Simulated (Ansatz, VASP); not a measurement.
## GeCN2 in VASP and in Ansatz

INCAR

```
SYSTEM = GeCN2
PREC = Accurate ; ENCUT = 520
EDIFF = 1E-6 ; ISMEAR = 0
SIGMA = 0.01 ; LREAL = .False.
LASPH = .True. ; NELM = 100
ALGO = Normal ; ISIF = 2
LWAVE = .False. ; LCHARG = .False.
GGA = PS ; NBANDS = 22
```

Contents of KPOINTS:

```
Automatic mesh
0
Gamma
  6 6 6
  0 0 0
```

Contents of POSCAR:

```
GeCN2
1.0
    1.7937900000      1.0356450000      4.9219570000
   -1.7937900000      1.0356450000      4.9219570000
    0.0000000000     -2.0712910000      4.9219570000
Ge C N
1 1 2
Direct
    0.0000000000      0.0000000000      0.0000000000
    0.5000000000      0.5000000000      0.5000000000
    0.4160960000      0.4160960000      0.4160960000
    0.5839040000      0.5839040000      0.5839040000
```

Input for Ansatz:

```yaml
crystal:
  lattice:
    - [1.79379, 1.035645, 4.921957]
    - [-1.79379, 1.035645, 4.921957]
    - [0.0, -2.071291, 4.921957]
  atoms:
    - { symbol: Ge, position: [0.0, 0.0, 0.0] }
    - { symbol: C, position: [0.5, 0.5, 0.5] }
    - { symbol: "N", position: [0.416096, 0.416096, 0.41609599999999997] }
    - { symbol: "N", position: [0.583904, 0.583904, 0.5839039999999999] }
basis:
  ecutwfc: 421.77648681281397
kpoints:
  mp_grid:
    grid: [6, 6, 6]
hamiltonian:
  xc: pbesol
scf:
  convergence:
    dr2_threshold: 1.0e-07
  occupations:
    method: fixed
output:
  write_density: true
  write_potential: true
  volumetric_format: npy
  elf: true
```

The cell comes from a database or a generator and needn't be the stable form of this composition.

Alike in both runs: task single point; functional PBEsol; k mesh 6 × 6 × 6; no spin polarisation.

```csv
,VASP,Ansatz
version,VASP 6.6.1,Ansatz 0.2.0
potentials or method,"VASP PAW PBE potentials, release 64 (Ge_d, C, N)","plane waves, PAW"
plane-wave cutoff (eV),520,422
occupations,"gaussian, width 0.01 eV",fixed
valence electrons in the cell,28,28
```

|  | VASP | Ansatz | Ansatz less VASP |
| --- | --- | --- | --- |
| gap on the k mesh at the Fermi level (eV) | 0.92 | 0.93 | +0.003 |

Caveats: the standard files for N, O and F lose accuracy on very short bonds. A k mesh can miss the band edges. As with any semilocal functional, this PBEsol gap is likely too small.
